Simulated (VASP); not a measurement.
Here is the system:

```
CELL_PARAMETERS angstrom
      4.18118     0.00000     0.00000
      0.00000     4.18118     0.00000
      0.00000     0.00000     4.18118
ATOMIC_POSITIONS crystal
  Ba 0.00000 0.00000 0.00000
  Zr 0.50000 0.50000 0.50000
  O  0.50000 0.00000 0.50000
  O  0.00000 0.50000 0.50000
  O  0.50000 0.50000 0.00000
```

Computed with optB88-vdW, VASP's PBE PAW potentials (set 64) (plane waves; VASP). Settings: 520 eV cut-off, 5×5×5 Γ-centred mesh, Gaussian smearing of 0.050 eV, potentials Ba_sv Zr_sv O.

Problem. Estimate the energy per atom (σ→0), pressure.

Solution. 
The energy per atom (σ→0) comes out as -6.581 eV/atom and the pressure comes out as 5.11 GPa.

The absolute energy has meaning only against runs of the same code, potentials and settings.

The compound is BaZrO3 in the cubic perovskite structure. This cell is one point of a volume scan, at 0.97 of the reference volume.
